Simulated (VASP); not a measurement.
Here is a VASP 6.6.1 calculation.

File INCAR:

```
SYSTEM = CsC
PREC     = Accurate       ! precision mode
ENCUT    = 520            ! plane-wave cutoff, eV
EDIFF    = 1E-6           ! SCF threshold, eV
ISMEAR   = 0              ! smearing method
SIGMA    = 0.1            ! smearing width, eV
LREAL    = .FALSE.        ! projectors in reciprocal space
LASPH    = .TRUE.         ! aspherical terms in the spheres
NELM     = 80             ! most SCF steps
ALGO     = Fast           ! electronic algorithm
ISIF     = 2              ! what is computed and relaxed
LWAVE    = .FALSE.        ! write WAVECAR
LCHARG   = .FALSE.        ! write CHGCAR
GGA      = PE             ! functional
IVDW     = 12             ! dispersion correction
NBANDS   = 21             ! bands
```

The input KPOINTS:

```
regular mesh
0
G
  14 14 6
  0 0 0
```

The input POSCAR:

```
CsC
1.0
    3.2302320039      0.0000000000      0.0000000000
    0.0000000000      3.2302320039      0.0000000000
    0.0000000000      0.0000000000      8.9842764729
Cs C
2 2
Direct
    0.0000000000      0.5000000000      0.2791864876
    0.5000000000      0.0000000000      0.7208135124
    0.0000000000      0.0000000000      0.0000000000
    0.5000000000      0.5000000000      0.0000000000
```

Potentials or basis: VASP PAW PBE potentials, release 64 (Cs_sv, C).

The run is started by

```bash
$ cat potpaw_PBE.64/Cs_sv/POTCAR potpaw_PBE.64/C/POTCAR > POTCAR
$ mpirun -np 1 vasp_std > vasp.out
```

Task: Predict the band gap on the k mesh.

Result: None (metal or under the smearing width).

Task: What does it give for the largest force?

Result: 0.050 eV/Å.

Task: What does it give for the dispersion energy per atom?

Result: -0.202 eV.

Task: Predict the pressure.

Result: 0.3 GPa.

Stress tensor (GPa, compression positive):
```
0.28 0.00 0.00
0.00 0.28 0.00
0.00 0.00 0.41
```

Caveat: pairwise dispersion overbinds metals, which lowers pressure and volume. Spin-orbit coupling is left out, which matters for the levels of Cs.
